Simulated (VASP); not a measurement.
Crystal: Ge2Sb.

```
Ge Sb
1.0
     3.87750    0.00000    0.00000
    -1.93875    3.35801    0.00000
     0.00000    0.00000    5.32689
Ge Sb
2 1
Cartesian
  0.0000 2.2387 4.2606
  1.9388 1.1193 1.0663
  0.0000 0.0000 2.6634
```

The cell was built by a generator and needn't be a form met in nature.

| Quantity | Value |
| --- | --- |
| Program | VASP 6.6.1 |
| Task | relaxation of cell and atoms |
| Functional | PBE |
| Potentials or basis | VASP PAW PBE potentials, release 64 (Ge_d, Sb) |
| Cutoff | 600 eV |
| k mesh | 6 × 6 × 4 |
| Occupations | gaussian, width 0.1 eV |
| Spin | no spin polarisation |

At the start: pressure 4.6 GPa; volume 23.12 Å³/atom.

Where does the relaxation end?

Over 24 steps the energy falls by 142.4 meV/atom and the volume is 23.06 Å³/atom (-0.3 %); space group P-3m1 (No. 164, to 0.05 Å).

The path:
| step | energy change (eV) | largest force (eV/Å) | pressure (GPa) | volume (Å³) |
| --- | --- | --- | --- | --- |
| 1 | 0.0000 | 1.2741 | 4.65 | 69.36 |
| 2 | -0.1799 | 0.4578 | -2.57 | 76.27 |
| 3 | -0.1806 | 0.5055 | -2.21 | 75.76 |
| 4 | -0.2689 | 0.5356 | -1.47 | 73.75 |
| 5 | -0.3879 | 0.4458 | -1.29 | 69.05 |
| 6 | 0.1087 | 0.2144 | 12.85 | 59.39 |
| 7 | -0.3615 | 0.5004 | 2.65 | 67.05 |
| 8 | -0.3655 | 0.5324 | 2.25 | 67.55 |
| 9 | -0.3989 | 0.1626 | 0.75 | 68.38 |
| 10 | -0.3990 | 0.1371 | 0.94 | 68.43 |
| 11 | -0.4176 | 0.1066 | -0.25 | 69.47 |
| 12 | -0.4214 | 0.0744 | -1.08 | 70.44 |
| 13 | -0.4217 | 0.0836 | -0.75 | 70.18 |
| 14 | -0.4262 | 0.0710 | -0.01 | 69.35 |
| 15 | -0.4263 | 0.0689 | -0.12 | 69.26 |
| 16 | -0.4263 | 0.0693 | 0.18 | 69.09 |
| 17 | -0.4263 | 0.0750 | 0.20 | 69.16 |
| 18 | -0.4263 | 0.0763 | 0.02 | 69.21 |
| 19 | -0.4263 | 0.0674 | 0.10 | 69.19 |
| 20 | -0.4268 | 0.0491 | 0.14 | 69.24 |
| 21 | -0.4271 | 0.0109 | -0.12 | 69.41 |
| 22 | -0.4271 | 0.0176 | -0.26 | 69.36 |
| 23 | -0.4272 | 0.0005 | -0.16 | 69.25 |
| 24 | -0.4273 | 0.0070 | -0.04 | 69.17 |

Final structure:
```yaml
crystal:
  lattice:
    - [4.06388, 0.00000, 0.00000]
    - [-2.03194, 3.51943, 0.00000]
    - [0.00000, 0.00000, 4.83633]
  atoms:
    - { symbol: Ge, position: [0.33333, 0.66667, 0.85317] }
    - { symbol: Ge, position: [0.66667, 0.33333, 0.14683] }
    - { symbol: Sb, position: [0.00000, 0.00000, 0.50000] }
```
